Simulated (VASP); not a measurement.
VASP ran on this input.

POSCAR:
```
FePt
1
    2.7200000000     0.0000000000     0.0000000000
    0.0000000000     2.7200000000     0.0000000000
    0.0000000000     0.0000000000     3.7100000000
Fe Pt
1 2
Direct
  0.0000000000   0.0000000000   0.0000000000
  0.5000000000   0.5000000000   0.5000000000
  0.5200000000   0.5200000000   0.5200000000
```

INCAR:
```
SYSTEM = FePt
PREC = Accurate
ENCUT = 400
EDIFF = 1E-6
NELM = 40
ALGO = Normal
LREAL = .FALSE.
LASPH = .TRUE.
ISMEAR = 1
SIGMA = 0.1
GGA = PE
LMAXMIX = 6
ISPIN = 2
LORBIT = 10
LWAVE = .FALSE.
LCHARG = .FALSE.
ISIF = 2
```

### KPOINTS
```
Automatic mesh
0
Gamma
10 10 8
0 0 0
```

POTCAR, in this order: Fe Pt (PBE.64 set). Program: vasp_std.

The resulting files:

standard output:
```
...
 POSCAR found :  2 types and       3 ions
 Reading from existing POTCAR

 -----------------------------------------------------------------------------
|                                                                             |
|           W    W    AA    RRRRR   N    N  II  N    N   GGGG   !!!           |
|           W    W   A  A   R    R  NN   N  II  NN   N  G    G  !!!           |
|           W    W  A    A  R    R  N N  N  II  N N  N  G       !!!           |
|           W WW W  AAAAAA  RRRRR   N  N N  II  N  N N  G  GGG   !            |
|           WW  WW  A    A  R   R   N   NN  II  N   NN  G    G                |
|           W    W  A    A  R    R  N    N  II  N    N   GGGG   !!!           |
|                                                                             |
|     You requested a magnetic or noncollinear calculation, but did not       |
|     specify the initial magnetic moment with the MAGMOM tag. Note that      |
|     a default of 1 will be used for all atoms. This ferromagnetic setup     |
|     may break the symmetry of the crystal, in particular it may rule        |
|     out finding an antiferromagnetic solution. Thence, we recommend         |
|     setting the initial magnetic moment manually or verifying carefully     |
|     that this magnetic setup is desired.                                    |
|                                                                             |
 -----------------------------------------------------------------------------

 Reading from existing POTCAR
 LDA part: xc-table for (Slater+PW92), standard interpolation

 -----------------------------------------------------------------------------
|                                                                             |
|           W    W    AA    RRRRR   N    N  II  N    N   GGGG   !!!           |
|           W    W   A  A   R    R  NN   N  II  NN   N  G    G  !!!           |
|           W    W  A    A  R    R  N N  N  II  N N  N  G       !!!           |
|           W WW W  AAAAAA  RRRRR   N  N N  II  N  N N  G  GGG   !            |
|           WW  WW  A    A  R   R   N   NN  II  N   NN  G    G                |
|           W    W  A    A  R    R  N    N  II  N    N   GGGG   !!!           |
|                                                                             |
|     The distance between some ions is very small. Please check the          |
|     nearest-neighbor list in the OUTCAR file.                               |
|     I HOPE YOU KNOW WHAT YOU ARE DOING!                                     |
|                                                                             |
 -----------------------------------------------------------------------------

 POSCAR, INCAR and KPOINTS ok, starting setup
 WAVECAR not read
 entering main loop
       N       E                     dE             d eps       ncg     rms          rms(c)

 -----------------------------------------------------------------------------
|                                                                             |
|     EEEEEEE  RRRRRR   RRRRRR   OOOOOOO  RRRRRR      ###     ###     ###     |
|     E        R     R  R     R  O     O  R     R     ###     ###     ###     |
|     E        R     R  R     R  O     O  R     R     ###     ###     ###     |
|     EEEEE    RRRRRR   RRRRRR   O     O  RRRRRR       #       #       #      |
|     E        R   R    R   R    O     O  R   R                               |
|     E        R    R   R    R   O     O  R    R      ###     ###     ###     |
|     EEEEEEE  R     R  R     R  OOOOOOO  R     R     ###     ###     ###     |
|                                                                             |
|     EDDAV: Call to ZHEGV failed. Returncode = 9 2 16                        |
|                                                                             |
|       ---->  I REFUSE TO CONTINUE WITH THIS SICK JOB ... BYE!!! <----       |
|                                                                             |
 -----------------------------------------------------------------------------
```

Question: Read the log: what went wrong, and how is it fixed?

Answer: The cause: one atom is typed twice, on or next to the same site. VASP stops with an error: EDDAV: Call to ZHEGV failed. Returncode = 9 2 16 ----> I REFUSE TO CONTINUE WITH THIS SICK JOB ... BYE!!! <---- To mend it, set MAGMOM = 3.0 0.0, correct POSCAR.
**POSCAR**
```
FePt
1
    2.7200000000     0.0000000000     0.0000000000
    0.0000000000     2.7200000000     0.0000000000
    0.0000000000     0.0000000000     3.7100000000
Fe Pt
1 1
Direct
  0.0000000000   0.0000000000   0.0000000000
  0.5000000000   0.5000000000   0.5000000000
```
The mended run (PBE GGA, plane waves, VASP's PBE PAW potentials (set 64)) converges, and its OSZICAR ends with
```
   1 F= -.14799835E+02 E0= -.14799974E+02  d E =0.416903E-03  mag=     3.3446
```
